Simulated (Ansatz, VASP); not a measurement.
## Hg16Se11S5 (HgSe0.7S0.3, zinc blende) in two plane-wave programs

One calculation is typed for both programs; each brings its own data sets. How far apart do they land? The cell is invented: As first built, before any earlier steps moved the atoms (in the runner's words): 1x2x2 conventional cells of the HgSe type (32 atoms: 5 S, 11 Se, 16 Hg); Se/S share their sites, the best of 600 random draws by like-pair counts in two shells; start lattice by linear mixing of the end members' cells; atoms moved at random by 0.02 A. It may not be a known or stable phase. Of the first pair: The structure shown is the start of the Ansatz relaxation below; VASP solves that cell, so the two are compared at the walk's first step.

Method: plane waves, with VASP 6.6.1 beside it; single point at PBE, in Ansatz 0.2.0.

### Step 1. The structure

The cell holds 32 atoms: 5 S, 11 Se and 16 Hg. Cell: a = 6.010 Å, b = 12.020 Å, c = 12.020 Å, α = 90.0°, β = 90.0°, γ = 90.0°. It derives from HgSe (HgSe type, space group 216), repeated 1×2×2. As first built, before any earlier steps moved the atoms (in the runner's words): 1x2x2 conventional cells of the HgSe type (32 atoms: 5 S, 11 Se, 16 Hg); Se/S share their sites, the best of 600 random draws by like-pair counts in two shells; start lattice by linear mixing of the end members' cells; atoms moved at random by 0.02 A.

### Step 2. Ansatz: relaxation, PBE

Ansatz runs on its default PAW (the set named soft_2) files.

The two programs are compared at the cell with which this relaxation starts, whose forces are those of its first step.

The input, input.yaml:

```yaml
crystal:
  lattice:
    - [6.01011, 0.0, 0.0]
    - [0.0, 12.02022, 0.0]
    - [0.0, 0.0, 12.02022]
  atoms:
    - { symbol: S, position: [0.24113, 0.12601, 0.37458] }
    - { symbol: S, position: [0.245, 0.37616, 0.62492] }
    - { symbol: S, position: [0.75982, 0.3713, 0.87366] }
    - { symbol: S, position: [0.75017, 0.62436, 0.12608] }
    - { symbol: S, position: [0.25296, 0.6258, 0.87511] }
    - { symbol: Se, position: [0.24769, 0.37531, 0.12649] }
    - { symbol: Se, position: [0.75041, 0.12151, 0.12781] }
    - { symbol: Se, position: [0.74836, 0.37647, 0.37418] }
    - { symbol: Se, position: [0.25361, 0.12446, 0.87749] }
    - { symbol: Se, position: [0.75437, 0.12393, 0.62015] }
    - { symbol: Se, position: [0.25117, 0.62336, 0.37664] }
    - { symbol: Se, position: [0.25127, 0.87439, 0.12343] }
    - { symbol: Se, position: [0.74719, 0.87745, 0.37661] }
    - { symbol: Se, position: [0.2493, 0.87555, 0.62654] }
    - { symbol: Se, position: [0.7494, 0.622, 0.62777] }
    - { symbol: Se, position: [0.74894, 0.87399, 0.87506] }
    - { symbol: Hg, position: [0.99684, 0.99821, 0.00038] }
    - { symbol: Hg, position: [0.99766, 0.25073, 0.25069] }
    - { symbol: Hg, position: [0.50662, 0.99957, 0.25017] }
    - { symbol: Hg, position: [0.49824, 0.25201, 0.00084] }
    - { symbol: Hg, position: [0.00133, 0.00318, 0.50051] }
    - { symbol: Hg, position: [0.00096, 0.24785, 0.74712] }
    - { symbol: Hg, position: [0.49835, 0.0002, 0.74821] }
    - { symbol: Hg, position: [0.49688, 0.25129, 0.49909] }
    - { symbol: Hg, position: [0.99812, 0.49947, 0.99821] }
    - { symbol: Hg, position: [0.00294, 0.75242, 0.25177] }
    - { symbol: Hg, position: [0.5052, 0.49675, 0.25155] }
    - { symbol: Hg, position: [0.49964, 0.75234, 0.99897] }
    - { symbol: Hg, position: [0.00281, 0.50302, 0.50108] }
    - { symbol: Hg, position: [0.00057, 0.74981, 0.75096] }
    - { symbol: Hg, position: [0.49954, 0.49815, 0.75113] }
    - { symbol: Hg, position: [0.50574, 0.75076, 0.5019] }
kpoints:
  mp_grid: { grid: [4, 2, 2], shift: [0.5, 0.5, 0.5] }
hamiltonian:
  xc: pbe
scf:
  occupations: { method: methfessel_paxton, width: 0.15 }
output:
  forces: true
  stress: true
relax:
  f_tol: 0.02
  max_steps: 45
  cell: { stress_tol: 0.1 }
```

Started as:

```sh
$ ansatz run input.yaml --threads 8 --pin off --max-ram 15360MiB --backend cpu --events-out ev --progress --plain --runs-dir out
```

Numbers of over 12 decimals in the logs are rounded to 6 here.

Log:

```text
The last accepted step is kept in <dir> (removed where the run ends without a failure and the disk answers)
Engine: ansatz 0.2.0, aarch64-unknown-linux-gnu
Pseudopotentials: kind: paw
Pseudopotential: S, paw, valence charge 6, recommended cutoff 420 eV (normal), S.paw.azcp
Pseudopotential: Se, paw, valence charge 16, recommended cutoff 420 eV (normal), Se.paw.azcp
Pseudopotential: Hg, paw, valence charge 20, recommended cutoff 420 eV (normal), Hg.paw.azcp
Functional definition: PBE
  parameter kappa = 0.804
  parameter beta = 0.066725
  exchange = pbe_x(kappa = kappa, mu = beta*pi^2/3)
  correlation = pbe_c(beta = beta)
Crystal: 32 atoms, lattice volume = 868.375 Å³
Basis set: ecut = 420 eV, 16869 PW (Γ), exchange–correlation on 90×162×162 points (8 copies of the dense FFT grid, shifted against one another)
Bands: 316, of which v1, the nominal top of the filled ones, is band 263 counted from 1 (262 counted from 0)
Symmetry: 1 space group operations
Space group: P1 (ITA 1), of the structure as read, at distance tolerance 9.5e-5 Å
k-points: 8 of 16 (time reversal used)
Non-local potential: S, projectors of the file, l = 0: 2, l = 1: 2, l = 2: 2
Non-local potential: Se, projectors of the file, l = 0: 2, l = 1: 2, l = 2: 3, l = 3: 1
Non-local potential: Hg, projectors of the file, l = 0: 3, l = 1: 2, l = 2: 2, l = 3: 1
PAW form: soft (Blöchl's): semilocal exchange-correlation on the pseudo side does not see the compensation charge
PAW one-centre angular grid: S, 110 points (default); XC on 64 Gauss nodes
PAW one-centre angular grid: Se, 590 points (default); XC on 64 Gauss nodes
PAW one-centre angular grid: Hg, 590 points (default); XC on 64 Gauss nodes
Initial density: superposition of atomic densities (neutral atoms: chi_scale 0, normalization atom), corrected by the library's trained network
Initial wavefunctions: pseudopotential atomic-orbital guess
Functional: x = pbe(κ = 0.804, μ = 0.219515), c = pbe(β = 0.066725)
SCF iter   1: F=—  HF=-285689.999570 eV  |F-HF|=—  |Δ(HF+E_count)|=         —  Δρ=1.26e-3  dr2=3.27e-2  ethr=1.77e-3  ⟨swp⟩=5.0  Hψ=8276  notcnv=0  defer=99
preconditioner: auto → Resta (q_TF=auto, 2.510 Å⁻¹)  ε∞=4.9  [insulator: Δε(μ)=0.802 eV  Ē_g=10.833 eV  σ=0.150 eV  W_gap=1.00  n_scr=232 (ndim 8)  ℏωp=21.4 eV  f_vac=0.175  D(μ)=-0.04/eV (n_scr^D=0)  ε∞_Penn≈4.9]
SCF iter   2: F=—  HF=-285690.011097 eV  |F-HF|=—  |Δ(HF+E_count)|=   1.15e-2  S|Δr|=    0.00e0  Δρ=6.25e-4  dr2=5.74e-3  ethr=6.23e-6  ⟨swp⟩=2.0  Hψ=4064  notcnv=0  defer=99
SCF iter   3: F=—  HF=-285690.011376 eV  |F-HF|=—  |Δ(HF+E_count)|=   2.79e-4  S|Δr|=    0.00e0  Δρ=2.30e-4  dr2=8.47e-4  ethr=1.09e-6  ⟨swp⟩=2.0  Hψ=3282  notcnv=0  defer=99
SCF iter   4: F=—  HF=-285690.011831 eV  |F-HF|=—  |Δ(HF+E_count)|=   4.55e-4  S|Δr|=    0.00e0  Δρ=1.02e-4  dr2=1.40e-4  ethr=1.61e-7  ⟨swp⟩=2.0  Hψ=3320  notcnv=0  defer=99
SCF iter   5: F=—  HF=-285690.011943 eV  |F-HF|=—  |Δ(HF+E_count)|=   1.12e-4  S|Δr|=    0.00e0  Δρ=3.23e-5  dr2=1.34e-5  ethr=2.67e-8  ⟨swp⟩=2.0  Hψ=3324  notcnv=0  defer=99
SCF iter   6: F=—  HF=-285690.012728 eV  |F-HF|=—  |Δ(HF+E_count)|=   7.85e-4  S|Δr|=    0.00e0  Δρ=1.33e-5  dr2=1.45e-6  ethr=2.55e-9  ⟨swp⟩=2.0  Hψ=3764  notcnv=0  defer=99
SCF iter   7: F=—  HF=-285690.012731 eV  |F-HF|=—  |Δ(HF+E_count)|=   3.03e-6  S|Δr|=    0.00e0  Δρ=4.42e-6  dr2=3.14e-7  ethr=2.75e-10  ⟨swp⟩=2.0  Hψ=3764  notcnv=0  defer=99
SCF iter   8: F=-285690.012731 eV  HF=-285690.012731 eV  |F-HF|=4.23e-8  |Δ(HF+E_count)|=   3.40e-7  S|Δr|=    0.00e0  Δρ=1.57e-6  dr2=2.50e-8  ethr=1.90e-11  ⟨swp⟩=4.0  Hψ=7845  notcnv=0
SCF 1 converged in 8 iterations: F = -285690.012731 eV  dr2 = 2.50e-8
  greatest PAW one-centre occupation: 1.000 electrons in one spin orbital (limit 2), on the Hg atom at site 16 (counted from 0), in its partial waves of l = 0
relax step   1: F+E_penalty+E_count = -285690.01273133 eV  Δ(F+E_penalty+E_count) = +0.000e0 eV  max|allowed force component| = 8.092e-1 eV/Å  Δτ_max = 0.0000 Å  P = +4.771 GPa  Ω = 868.375 Å³  (8 SCF iters, dr2 threshold 1.00e-7 eV, accepted)
Crystal: 32 atoms, lattice volume = 980.214 Å³
Basis set: ecut = 420 eV, 19217 PW (Γ), exchange–correlation on 90×162×162 points (8 copies of the dense FFT grid, shifted against one another)
Initial density: handed on by an earlier stage of this run
Initial wavefunctions: those handed on with the density
iter 1 solved again at ethr=2.39e-4 eV; its pass at ethr=3.10e-3 eV (dr2=1.26e0 eV) is discarded
SCF iter   1: F=—  HF=-285691.447911 eV  |F-HF|=—  |Δ(HF+E_count)|=         —  Δρ=1.05e-2  dr2=1.26e0  ethr=2.39e-4  ⟨swp⟩=3.0  Hψ=13135  notcnv=0
preconditioner: auto → Resta (q_TF=auto, 2.459 Å⁻¹)  ε∞=4.8  [insulator: Δε(μ)=0.692 eV  Ē_g=10.291 eV  σ=0.150 eV  W_gap=1.01  n_scr=244 (ndim 8)  ℏωp=20.1 eV  f_vac=0.213  D(μ)=-0.18/eV (n_scr^D=0)  ε∞_Penn≈4.8]
[...]
SCF iter   3: F=—  HF=-285691.486431 eV  |F-HF|=—  |Δ(HF+E_count)|=   4.08e-2  S|Δr|=    0.00e0  Δρ=6.26e-5  dr2=2.50e-6  ethr=6.32e-9  ⟨swp⟩=4.0  Hψ=5756  notcnv=0
SCF iter   4: F=—  HF=-285691.487634 eV  |F-HF|=—  |Δ(HF+E_count)|=   1.20e-3  S|Δr|=    0.00e0  Δρ=1.16e-5  dr2=5.83e-7  ethr=4.76e-10  ⟨swp⟩=2.0  Hψ=4124  notcnv=0
[...]
SCF converged after 8 iterations
Stability not checked: this state was not tested for a lower state beside it, because cold or Methfessel-Paxton smearing, or corrected tetrahedra, fill the levels in a way that the test cannot read (fill_not_monotonic; see scf.lower_state_search)
Free energy (F): -285691.487670 eV
Harris-Foulkes:  -285691.487670 eV  (|F-HF|=1.16e-10)
Internal energy: -285691.489498 eV  (E = F + TS)
E sigma→0 (E₀):  -285691.488127 eV
Entropy (-TS):   0.001828 eV (0.057 meV/atom)
Fermi energy:    7.676521 eV
Step filling:    the computed levels leave a gap of 0.7064 eV = 4.7 smearing widths at the electron count; against every level under it full and every level over it empty, smearing changes F+E_penalty+E_count by +0.148 meV and its σ→0 estimate by -0.309 meV
--- Per-component energies (eV) ---
  E_band       = -12559.156487
  E_kinetic    = 11461.592659
  E_local      = -84565.668935  (includes V_loc(G=0)·N_el)
  E_nonlocal   = -5235.095396
  E_hartree    = 38069.064932
  E_xc         = -5138.894475
  E_vxc        = -5687.382050  (∫ρ·V_xc dr)
  E_paw        = -183137.129705  (= ΣΔE_a)
  E_vpaw       = -4670.742238  (= ΣTr[D̂ρ^β])
  E_aug_tail   = 0.008257  (compensation charges beyond the density's cutoff)
  E_ewald      = -57145.366836
  E_smearing   = 0.001828  (= −TS)
  E_closure    = -0.000000  (closes the sum)
  Σ components = -285691.487670   (vs F -285691.487670, Δ=0.00e0)
--- Forces (eV/Å), atoms counted from 1 ---
  atom   1  S      0.00100446     0.00310816     0.00135572
  atom   2  S      0.00202005     0.00039922    -0.00021922
  atom   3  S      0.00014704    -0.00089640    -0.00121297
  atom   4  S      0.00165793    -0.00178051    -0.00064316
  atom   5  S      0.00168691     0.00031973     0.00043269
  atom   6  Se     0.00027188    -0.00057888     0.00052267
  atom   7  Se    -0.00290916    -0.00025815    -0.00125397
  atom   8  Se    -0.00126907     0.00108805    -0.00042725
  atom   9  Se    -0.00027583     0.00004887     0.00209609
  atom  10  Se     0.00183326    -0.00116379    -0.00030412
  atom  11  Se    -0.00240306    -0.00100782     0.00174426
  atom  12  Se     0.00083474     0.00152087     0.00032446
  atom  13  Se     0.00008513    -0.00174015    -0.00135486
  atom  14  Se    -0.00183451    -0.00191942     0.00194645
  atom  15  Se     0.00123037    -0.00181323    -0.00158229
  atom  16  Se    -0.00206034     0.00326913    -0.00156959
  atom  17  Hg     0.00221590    -0.00118348     0.00061793
  atom  18  Hg     0.00038830     0.00048498    -0.00150874
  atom  19  Hg    -0.00357440     0.00033010     0.00169901
  atom  20  Hg     0.00414213     0.00084694    -0.00152978
  atom  21  Hg    -0.00148364     0.00001870     0.00078953
  atom  22  Hg    -0.00038414     0.00047965    -0.00056777
  atom  23  Hg     0.00361757     0.00037746    -0.00114092
  atom  24  Hg    -0.00093528    -0.00018463     0.00240065
  atom  25  Hg    -0.00079899     0.00001767    -0.00097012
  atom  26  Hg    -0.00273418     0.00105741    -0.00172213
  atom  27  Hg    -0.00110813     0.00090934    -0.00134082
  atom  28  Hg    -0.00113788    -0.00269784     0.00014288
  atom  29  Hg     0.00042693    -0.00070481     0.00121353
  atom  30  Hg     0.00275844    -0.00033122     0.00061467
  atom  31  Hg    -0.00137690     0.00010496     0.00093969
  atom  32  Hg    -0.00003544     0.00187973     0.00050753
  max |Σ_I F_I| component: 6.75e-7 eV/Å
--- Stress (GPa, compression-positive) ---
       -0.012652      -0.000166      -0.000157
       -0.000166      -0.010942      -0.000121
       -0.000157      -0.000121      -0.013162
  P = ⅓ Tr σ = -0.0123 GPa (-0.123 kbar)
--- Relaxed structure (4 steps of the walk, 4 accepted, 1 SCFs on fresh bases) ---
  F+E_penalty+E_count = -285691.48766995 eV   max|allowed force component| = 4.142e-3 eV/Å   (the final SCF, on the basis selected at the relaxed cell)
  cell:  # Å, volume = 942.1292 Å³
    - [6.176323, 4.730694463539738e-5, 9.401726717470116e-5]
    - [9.461388927079476e-5, 12.350960, -0.00201496]
    - [0.000188035, -0.00201496, 12.350364]
  atoms:
    - { symbol: S, position: [0.251007, 0.126982, 0.376815] }
    - { symbol: S, position: [0.249766, 0.375126, 0.628443] }
    - { symbol: S, position: [0.749870, 0.379511, 0.873940] }
    - { symbol: S, position: [0.749853, 0.623037, 0.120674] }
    - { symbol: S, position: [0.250324, 0.619898, 0.876622] }
    - { symbol: Se, position: [0.249843, 0.377468, 0.123029] }
    - { symbol: Se, position: [0.749628, 0.127131, 0.126099] }
    - { symbol: Se, position: [0.749856, 0.373924, 0.376774] }
    - { symbol: Se, position: [0.250254, 0.129150, 0.873933] }
    - { symbol: Se, position: [0.750555, 0.129312, 0.624376] }
    - { symbol: Se, position: [0.250183, 0.623174, 0.373644] }
    - { symbol: Se, position: [0.251686, 0.872260, 0.125219] }
    - { symbol: Se, position: [0.751635, 0.875734, 0.373759] }
    - { symbol: Se, position: [0.249185, 0.874385, 0.625658] }
    - { symbol: Se, position: [0.750386, 0.620915, 0.628937] }
    - { symbol: Se, position: [0.750572, 0.870948, 0.876656] }
    - { symbol: Hg, position: [1.001705, 1.000551, 0.000327756] }
    - { symbol: Hg, position: [1.010339, 0.248015, 0.253509] }
    - { symbol: Hg, position: [0.491138, 1.004289, 0.253757] }
    - { symbol: Hg, position: [0.510923, 0.256144, -0.00422034] }
    - { symbol: Hg, position: [0.00637373, 0.00423902, 0.497314] }
    - { symbol: Hg, position: [-0.00471466, 0.259168, 0.751547] }
    - { symbol: Hg, position: [0.504245, 2.662242218754331e-5, 0.750467] }
    - { symbol: Hg, position: [0.482772, 0.252338, 0.501892] }
    - { symbol: Hg, position: [0.992210, 0.502009, 0.996810] }
    - { symbol: Hg, position: [-0.010722, 0.744176, 0.244675] }
    - { symbol: Hg, position: [0.512556, 0.502709, 0.245910] }
    - { symbol: Hg, position: [0.496089, 0.741088, 0.998973] }
    - { symbol: Hg, position: [0.00930228, 0.495628, 0.504420] }
    - { symbol: Hg, position: [0.011014, 0.743938, 0.755110] }
    - { symbol: Hg, position: [0.490406, 0.496011, 0.753287] }
    - { symbol: Hg, position: [0.503991, 0.748526, 0.500744] }
```

In the SCF lines HF is the Harris–Foulkes energy and dr2 the Hartree energy of the density residual, in eV; the loop may stop once dr2 is under the threshold and the program's other checks hold. Hψ counts applications of the Hamiltonian.

(Continued in part 2 of 2.)

[Lines on the potential files, build, host, timing and source positions are cut from VASP's logs without a mark.]

[Logs are printed without paths, hosts, clocks, repeated set-up lines and the standing remarks that a program may print on its own settings, such as how far it seeks lower states.]

[Hosts, paths, dates, database ids (printed as entryN), source tags and the programs' standing remarks are cut or masked in the printed files.]
